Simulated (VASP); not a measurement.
Energy against volume of PtAl$_{2}$ (fluorite). Method: revPBE GGA, VASP's PBE PAW potentials (set 64) (plane waves; VASP 6.6.1).

| V (Å³/atom) | E (eV/atom) |
|---|---|
| 16.640 | -5.08918 |
| 17.171 | -5.11077 |
| 17.702 | -5.11745 |
| 18.233 | -5.11147 |
| 18.765 | -5.09479 |

Fit a third-order Birch-Murnaghan equation of state.

| Item | Result |
|---|---|
| volume per atom | 17.70 Å³/atom |
| bulk modulus | 127 GPa |
| pressure derivative of the bulk modulus | 4.51 |
| lattice constant a | 11.276 bohr |

The compound is PtAl2 in the fluorite structure. It was relaxed first.
